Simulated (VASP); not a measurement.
Level of theory: optB88-vdW, VASP's PBE PAW potentials (set 64) (plane waves; VASP 6.6.1).

VASP ran on this input.

**INCAR**
```
AGGAC  =  0.0
ALGO  =  Normal
EDIFF  =  1E-7
ENCUT  =  520
GGA  =  BO
ISIF  =  2
ISMEAR  =  0
LASPH  =  .True.
LCHARG  =  .False.
LMAXMIX  =  4
LREAL  =  .False.
LUSE_VDW  =  .True.
LWAVE  =  .False.
NELM  =  100
PARAM1  =  0.1833333333
PARAM2  =  0.22
PREC  =  Accurate
SIGMA  =  0.05
SYSTEM  =  CdS
```

KPOINTS:
```
Automatic mesh
0
Gamma
8 8 8
0 0 0
```

**POSCAR**
```
CdS
1
    0.0000000000     3.0161564612     3.0161564612
    3.0161564612     0.0000000000     3.0161564612
    3.0161564612     3.0161564612     0.0000000000
Cd S
1 1
Direct
  0.0000000000   0.0000000000   0.0000000000
  0.2500000000   0.2500000000   0.2500000000
```

POTCAR, in this order: Cd S (PBE.64 set). Program: vasp_std.

Output

**OUTCAR**
```
 ion  position               nearest neighbor table
   1  0.000  0.000  0.000-   2 2.61   2 2.61   2 2.61   2 2.61
   2  0.250  0.250  0.250-   1 2.61   1 2.61   1 2.61   1 2.61
  LATTYP: Found a face centered cubic cell.
 ALAT       =     6.0323129224
 Subroutine PRICEL returns:
 Original cell was already a primitive cell.
 Subroutine GETGRP returns: Found 24 space group operations
The static configuration has the point symmetry T_d .
The dynamic configuration has the point symmetry T_d .
 Subroutine INISYM returns: Found 24 space group operations
 Subroutine IBZKPT returns following result:
 Found     29 irreducible k-points:

 Following reciprocal coordinates:
            Coordinates               Weight
  0.000000  0.000000  0.000000      1.000000
  0.125000  0.000000  0.000000      8.000000
  0.250000  0.000000  0.000000      8.000000
  0.375000  0.000000  0.000000      8.000000
  0.500000  0.000000  0.000000      4.000000
  0.125000  0.125000  0.000000      6.000000
  0.250000  0.125000  0.000000     24.000000
  0.375000  0.125000  0.000000     24.000000
  0.500000  0.125000  0.000000     24.000000
...
```

OSZICAR:
```
       N       E                     dE             d eps       ncg     rms          rms(c)
DAV:   1     0.115624220794E+03    0.11562E+03   -0.91290E+03   754   0.125E+03
DAV:   2     0.311420773912E+01   -0.11251E+03   -0.10789E+03   869   0.293E+02
DAV:   3    -0.185629290702E+01   -0.49705E+01   -0.49571E+01   874   0.643E+01
DAV:   4    -0.189408274013E+01   -0.37790E-01   -0.37785E-01   884   0.561E+00
DAV:   5    -0.189469811281E+01   -0.61537E-03   -0.61537E-03   909   0.685E-01    0.653E+00
DAV:   6    -0.131582215418E+01    0.57888E+00   -0.12099E+00  1011   0.133E+01    0.534E+00
DAV:   7    -0.130363046431E+01    0.12192E-01   -0.17557E-01   784   0.344E+00    0.290E+00
DAV:   8    -0.130303971823E+01    0.59075E-03   -0.14535E-02   794   0.174E+00    0.227E-01
DAV:   9    -0.130284201623E+01    0.19770E-03   -0.17170E-03   854   0.619E-01    0.664E-02
DAV:  10    -0.130295215436E+01   -0.11014E-03   -0.22835E-04   789   0.150E-01    0.752E-02
DAV:  11    -0.130298935919E+01   -0.37205E-04   -0.55713E-05   799   0.858E-02    0.120E-02
DAV:  12    -0.130298424959E+01    0.51096E-05   -0.15982E-05   978   0.530E-02    0.579E-03
DAV:  13    -0.130298438373E+01   -0.13414E-06   -0.11015E-06   784   0.865E-03    0.263E-03
DAV:  14    -0.130298433754E+01    0.46190E-07   -0.35215E-08   607   0.247E-03
   1 F= -.13029843E+01 E0= -.13029843E+01  d E =-.713635E-15
```

### OUTCAR
```
------------------------ aborting loop because EDIFF is reached ----------------------------------------
  FORCE on cell =-STRESS in cart. coord.  units (eV):
  Direction    XX          YY          ZZ          XY          YZ          ZX
  --------------------------------------------------------------------------------------
  Total       -0.9770941     -0.9770941     -0.9770941     -0.0000000     -0.0000000      0.0000000
  in kB      -28.5269530    -28.5269530    -28.5269530     -0.0000000     -0.0000000      0.0000000
  external PRESSURE =     -28.5269530 kB  Pullay stress =       0.0000000 kB
  volume of cell :       54.88
      direct lattice vectors                 reciprocal lattice vectors
     0.000000000  3.016156461  3.016156461    -0.165773894  0.165773894  0.165773894
     3.016156461  0.000000000  3.016156461     0.165773894 -0.165773894  0.165773894
     3.016156461  3.016156461  0.000000000     0.165773894  0.165773894 -0.165773894
  FREE ENERGIE OF THE ION-ELECTRON SYSTEM (eV)
  ---------------------------------------------------
  free  energy   TOTEN  =        -1.3029843375 eV

  energy  without entropy=       -1.3029843375  energy(sigma->0) =       -1.30298434
```
(Selected blocks of OUTCAR.)

File OUTCAR:
```
 val. band max:        0.3457923276   @ k =   0.0000   0.0000   0.0000

 cond. band min:       1.1311891355   @ k =   0.0000   0.0000   0.0000


 Fermi energy:         0.6015672572

 k-point     1 :       0.0000    0.0000    0.0000
  band No.  band energies     occupation
      1     -11.4586      2.00000
      2      -7.1235      2.00000
      3      -7.1235      2.00000
      4      -7.1235      2.00000
      5      -6.7783      2.00000
      6      -6.7783      2.00000
      7       0.3458      2.00000
      8       0.3458      2.00000
      9       0.3458      2.00000
     10       1.1312      0.00000
     11       6.8503      0.00000
     12       6.8503      0.00000
     13       6.8503      0.00000

 k-point     2 :       0.1250    0.0000    0.0000
  band No.  band energies     occupation
      1     -11.4089      2.00000
      2      -7.1067      2.00000
      3      -7.1067      2.00000
      4      -7.0757      2.00000
      5      -6.7789      2.00000
      6      -6.7789      2.00000
      7      -0.6516      2.00000
      8       0.2463      2.00000
      9       0.2463      2.00000
     10       1.9937      0.00000
     11       6.5517      0.00000
     12       7.0225      0.00000
     13       7.0225      0.00000

 k-point     3 :       0.2500    0.0000    0.0000
  band No.  band energies     occupation
      1     -11.2886      2.00000
      2      -7.0704      2.00000
      3      -7.0704      2.00000
      4      -6.9154      2.00000
      5      -6.7748      2.00000
      6      -6.7748      2.00000
      7      -1.9473      2.00000
      8       0.0212      2.00000
      9       0.0213      2.00000
     10       2.7893      0.00000
     11       6.4467      0.00000
     12       7.2941      0.00000
     13       7.2941      0.00000

 k-point     4 :       0.3750    0.0000    0.0000
  band No.  band energies     occupation
      1     -11.1686      2.00000
      2      -7.0427      2.00000
      3      -7.0427      2.00000
...
```

The compound is CdS in the zinc blende structure, a metastable form; wurtzite is the usual one. This cell is one point of a volume scan, at 1.06 of the reference volume.
